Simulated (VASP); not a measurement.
These are r2SCAN meta-GGA, VASP's PBE PAW potentials (set 64) (plane waves; VASP 6.6.1) values and carry that method's errors.

VASP ran on this input.

File POSCAR:
```
Ag
1
    0.0000000000     2.0322312932     2.0322312932
    2.0322312932     0.0000000000     2.0322312932
    2.0322312932     2.0322312932     0.0000000000
Ag
1
Direct
  0.0000000000   0.0000000000   0.0000000000
```

INCAR:
```
SYSTEM=Ag
PREC=Accurate; ENCUT=520; LREAL=.False.
LASPH=.True.
EDIFF=1E-7; NELM=100; ALGO=Normal
LMAXMIX=4; LMIXTAU=.True.
ISMEAR=1; SIGMA=0.1
METAGGA=R2SCAN
ISIF=2
LWAVE=.False.; LCHARG=.False.
```

File KPOINTS:
```
Automatic mesh
0
Gamma
15 15 15
0 0 0
```

POTCAR, in this order: Ag (PBE.64 set). Program: vasp_std.

The resulting files:

OUTCAR:
```
 ion  position               nearest neighbor table
   1  0.000  0.000  0.000-
  LATTYP: Found a face centered cubic cell.
 ALAT       =     4.0644625864
 Subroutine PRICEL returns:
 Original cell was already a primitive cell.
 Subroutine GETGRP returns: Found 48 space group operations
The static configuration has the point symmetry O_h .
The dynamic configuration has the point symmetry O_h .
 Subroutine INISYM returns: Found 48 space group operations
 Subroutine IBZKPT returns following result:
 Found    120 irreducible k-points:

 Following reciprocal coordinates:
            Coordinates               Weight
  0.000000  0.000000  0.000000      1.000000
  0.066667  0.000000  0.000000      8.000000
  0.133333  0.000000  0.000000      8.000000
  0.200000  0.000000  0.000000      8.000000
  0.266667  0.000000  0.000000      8.000000
  0.333333  0.000000  0.000000      8.000000
  0.400000  0.000000  0.000000      8.000000
  0.466667  0.000000  0.000000      8.000000
  0.066667  0.066667  0.000000      6.000000
  0.133333  0.066667  0.000000     24.000000
  0.200000  0.066667  0.000000     24.000000
  0.266667  0.066667  0.000000     24.000000
  0.333333  0.066667  0.000000     24.000000
  0.400000  0.066667  0.000000     24.000000
  0.466667  0.066667  0.000000     24.000000
 -0.466667  0.066667  0.000000     24.000000
 -0.400000  0.066667  0.000000     24.000000
 -0.333333  0.066667  0.000000     24.000000
 -0.266667  0.066667  0.000000     24.000000
 -0.200000  0.066667  0.000000     24.000000
 -0.133333  0.066667  0.000000     24.000000
 -0.066667  0.066667  0.000000     12.000000
  0.133333  0.133333  0.000000      6.000000
  0.200000  0.133333  0.000000     24.000000
  0.266667  0.133333  0.000000     24.000000
...
```

OSZICAR:
```
       N       E                     dE             d eps       ncg     rms          rms(c)
DAV:   1     0.267301638149E+02    0.26730E+02   -0.59154E+03  2184   0.114E+03
DAV:   2    -0.243869008043E+02   -0.51117E+02   -0.48991E+02  2228   0.220E+02
DAV:   3    -0.248066385629E+02   -0.41974E+00   -0.41958E+00  2534   0.246E+01
DAV:   4    -0.248079148679E+02   -0.12763E-02   -0.12763E-02  2483   0.121E+00
DAV:   5    -0.248079279047E+02   -0.13037E-04   -0.13036E-04  2435   0.110E-01    0.628E+00
DAV:   6    -0.211760622121E+02    0.36319E+01   -0.78385E+00  2173   0.324E+01    0.512E+00
DAV:   7    -0.213381084740E+02   -0.16205E+00   -0.54062E-01  2167   0.737E+00    0.256E+00
DAV:   8    -0.213297315084E+02    0.83770E-02   -0.32414E-02  2164   0.167E+00    0.123E-01
DAV:   9    -0.213438936713E+02   -0.14162E-01   -0.30516E-02  2228   0.142E+00    0.170E-01
DAV:  10    -0.213451607107E+02   -0.12670E-02   -0.23077E-03  2181   0.563E-01    0.609E-02
DAV:  11    -0.213473241469E+02   -0.21634E-02   -0.47049E-03  2215   0.583E-01    0.734E-02
DAV:  12    -0.213470873124E+02    0.23683E-03   -0.12467E-04  2418   0.138E-01    0.495E-02
DAV:  13    -0.213472406635E+02   -0.15335E-03   -0.15533E-04  2219   0.134E-01    0.234E-02
DAV:  14    -0.213472974009E+02   -0.56737E-04   -0.10972E-04  2262   0.880E-02    0.577E-03
DAV:  15    -0.213472970339E+02    0.36703E-06   -0.30388E-06  2309   0.205E-02    0.148E-03
DAV:  16    -0.213472973360E+02   -0.30217E-06   -0.13184E-07  2226   0.476E-03    0.109E-03
DAV:  17    -0.213472978052E+02   -0.46920E-06   -0.46870E-07  2164   0.815E-03    0.257E-04
DAV:  18    -0.213472977713E+02    0.33922E-07   -0.29446E-08  1384   0.208E-03
   1 F= -.21347298E+02 E0= -.21347163E+02  d E =-.404562E-03
```

### OUTCAR
```
------------------------ aborting loop because EDIFF is reached ----------------------------------------
  FORCE on cell =-STRESS in cart. coord.  units (eV):
  Direction    XX          YY          ZZ          XY          YZ          ZX
  --------------------------------------------------------------------------------------
  Total        0.3514548      0.3514548      0.3514548      0.0000000      0.0000000     -0.0000000
  in kB       33.5452176     33.5452176     33.5452176      0.0000000      0.0000000     -0.0000000
  external PRESSURE =      33.5452176 kB  Pullay stress =       0.0000000 kB
  volume of cell :       16.79
      direct lattice vectors                 reciprocal lattice vectors
     0.000000000  2.032231293  2.032231293    -0.246034987  0.246034987  0.246034987
     2.032231293  0.000000000  2.032231293     0.246034987 -0.246034987  0.246034987
     2.032231293  2.032231293  0.000000000     0.246034987  0.246034987 -0.246034987
 POSITION                                       TOTAL-FORCE (eV/Angst)
 -----------------------------------------------------------------------------------
      0.00000      0.00000      0.00000         0.000000      0.000000      0.000000
 -----------------------------------------------------------------------------------
    total drift:                               -0.000000      0.000000      0.000000
  FREE ENERGIE OF THE ION-ELECTRON SYSTEM (eV)
  ---------------------------------------------------
  free  energy   TOTEN  =       -21.3472977713 eV

  energy  without entropy=      -21.3468932089  energy(sigma->0) =      -21.34716292
```
(Selected blocks of OUTCAR.)

The compound is Ag in the fcc structure. This cell is one point of a volume scan, at 0.97 of the reference volume.
